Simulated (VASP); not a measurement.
An input for Quantum ESPRESSO's pw.x (written as the equivalent of a VASP run, and not itself run):

```
&CONTROL
  calculation = 'scf'
  pseudo_dir = './pseudo'
  outdir = './out'
  tprnfor = .true.
  tstress = .true.
/
&SYSTEM
  ibrav = 0
  nat = 4
  ntyp = 2
  ecutwfc = 84
  occupations = 'tetrahedra'
  input_dft = 'pz'
/
&ELECTRONS
  conv_thr = 7.3e-09
  electron_maxstep = 100
/
ATOMIC_SPECIES
  Mg 24.305 Mg.upf
  Te 127.600 Te.upf
CELL_PARAMETERS angstrom
     2.2541074   -3.9042290    0.0000000
     2.2541074    3.9042290    0.0000000
     0.0000000    0.0000000    7.3339266
ATOMIC_POSITIONS crystal
  Mg   0.6666670  0.3333330  0.4998413
  Mg   0.3333330  0.6666670  0.9998413
  Te   0.6666670  0.3333330  0.8761587
  Te   0.3333330  0.6666670  0.3761587
K_POINTS automatic
  8 8 4 0 0 0
```

Question: Translate this input to VASP (INCAR, KPOINTS, POSCAR, choice of POTCAR).

Answer: This is not unique; one that fits is 
**KPOINTS**
```
Automatic mesh
0
Gamma
8 8 4
0 0 0
```

### POSCAR
```
MgTe
1
    2.2541074262    -3.9042289893     0.0000000000
    2.2541074262     3.9042289893     0.0000000000
    0.0000000000     0.0000000000     7.3339266182
Mg Te
2 2
Direct
  0.6666670000   0.3333330000   0.4998412896
  0.3333330000   0.6666670000   0.9998412896
  0.6666670000   0.3333330000   0.8761587104
  0.3333330000   0.6666670000   0.3761587104
```

### INCAR
```
SYSTEM = MgTe
PREC = Accurate
ENCUT = 520
EDIFF = 1E-7
NELM = 100
ALGO = Normal
LREAL = .FALSE.
LASPH = .TRUE.
ISMEAR = -5
LMAXMIX = 4
LWAVE = .FALSE.
LCHARG = .TRUE.
LORBIT = 11
NEDOS = 601
ISIF = 2
```

POTCAR, in this order: Mg Te (LDA.64 set). Program: vasp_std.

What does not carry over: the potentials are each code's own (VASP's PAW set, PseudoDojo norm-conserving files in pw.x), so ENCUT and ecutwfc are chosen apart and not converted; conv_thr bounds pw.x's estimated SCF error, while EDIFF bounds the energy change between steps.

The compound is MgTe in the wurtzite structure. It was relaxed first.
